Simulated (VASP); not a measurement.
All values below come from LDA (Ceperley-Alder, Perdew-Zunger), VASP's LDA PAW potentials (set 64) (plane waves; VASP 6.6.1).

Input for VASP

INCAR:
```
! general
SYSTEM   =  Ru
PREC     =  Accurate
ENCUT    =  400
LREAL    =  .False.
LASPH    =  .True.

! electronic loop
EDIFF    =  1E-6
NELM     =  100
ALGO     =  Normal
LMAXMIX  =  4

! smearing
ISMEAR   =  1
SIGMA    =  0.1

! ions
IBRION   =  2
NSW      =  60
ISIF     =  3
EDIFFG   =  -0.01

! output
LWAVE    =  .False.
LCHARG   =  .False.
```

**POSCAR**
```
Ru
1
    2.7078300000     0.0000000000     0.0000000000
   -1.3539150000     2.3450500000     0.0000000000
    0.0000000000     0.0000000000     4.2681000000
Ru
2
Direct
  0.3333330000   0.6666670000   0.2500000000
  0.6666670000   0.3333330000   0.7500000000
```

### KPOINTS
```
Automatic mesh
0
Gamma
  14 14 8
```

POTCAR, in this order: Ru_pv (LDA.64 set). Program: vasp_std.

Energy and stress use the plane-wave basis of the starting cell.

Problem. Estimate the energy per atom (σ→0), volume per atom, band gap (on the k-mesh).

Solution. 
* **energy per atom (σ→0)**: -10694 meV/atom
* **band gap (on the k-mesh)**: none (metal, semimetal or under 0.01 eV)
* **volume per atom**: 13.10 Å³/atom

**OSZICAR**
```
...
   6 F= -.21388003E+02 E0= -.21387614E+02  d E =0.333506E-04
       N       E                     dE             d eps       ncg     rms          rms(c)
DAV:   1    -0.213887033280E+02   -0.70062E-03   -0.18323E-02  4360   0.142E+00    0.199E-01
DAV:   2    -0.213881235544E+02    0.57977E-03   -0.13612E-03  4370   0.397E-01    0.502E-02
DAV:   3    -0.213880677018E+02    0.55853E-04   -0.16088E-04  4614   0.112E-01    0.206E-02
DAV:   4    -0.213880672604E+02    0.44145E-06   -0.15781E-05  6004   0.299E-02    0.646E-03
DAV:   5    -0.213880676652E+02   -0.40487E-06   -0.12507E-06  2332   0.113E-02
   7 F= -.21388068E+02 E0= -.21387690E+02  d E =-.317397E-04
```

The structure comes from a computed database's Ru entry (P6_3/mmc); how it stands against other phases isn't given here. This run relaxes it. Symmetry was kept, so distortions that lower it aren't found.
